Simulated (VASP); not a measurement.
## GaN: band gap against strain

GaN (wurtzite, P6_3mc, 11.756 Å³/atom and stress up to 0.19 GPa in the relaxed cell, c along z) under an equal strain ε along all three axes. PBE in VASP (plane waves, PAW), 600 eV, 12×12×6 Γ-centred mesh, Gaussian smearing 0.05 eV; ions are relaxed, or left where forces stay under 0.02 eV/Å, within the symmetry of each cell. Gaps are the smallest on the run's k-mesh, which can miss an edge that lies off it, without spin-orbit coupling; in all rows the valence edge lies at Γ and the conduction edge at Γ.

Here s stands for strain and Eg for gap.

```
strain (%)  gap (eV)
----------  --------
-3.00              ?
-1.50          2.024
-1.00          1.922
-0.50          1.821
0.00           1.720
```

Fit Eg of the 4 rows that show it with a straight line. Means: s -0.75000, Eg 1.8717. About the means, the sum of products is -0.25325 and the sum of squares of s is 1.2500; the slope is their ratio. Least squares gives Eg = 1.7198 - 0.20260·s. Residuals (row less fit): 0.0003, -0.0004, -0.0001, 0.0002; standard error 0.0004 (degrees of freedom: 2). Over these rows the gap moves by -20.26 ± 0.03 eV per unit strain, or -6.8 eV per unit of ln V.

Task: What does the fit predict for Eg at s = -3.00, and how far is the calculated value from it?

Result: Eg = 1.7198 - 0.20260 × (-3.0) = 2.3276 eV. The calculation gives 2.334 eV, 0.0064 eV above the prediction (1.0 % of the range of Eg in the table). The row lies outside the fitted rows, so this is an extrapolation. The scatter of the fitted rows lies at the last printed digit.

A polynomial of degree 2 through the 6 other runs of the series gives 2.334 there, so most of the miss is curvature that the fit leaves out. Other structures, which can take over under pressure, weren't tried. Rows are the converged runs of the series near zero and its far end; series whose fitted rows scatter by over a few per cent of the range, as at a crossing or softening among them, aren't shown in this form, nor equations of state whose B0' disagrees with the runs' pressures. Most that stay on the fit to the last digits aren't either.
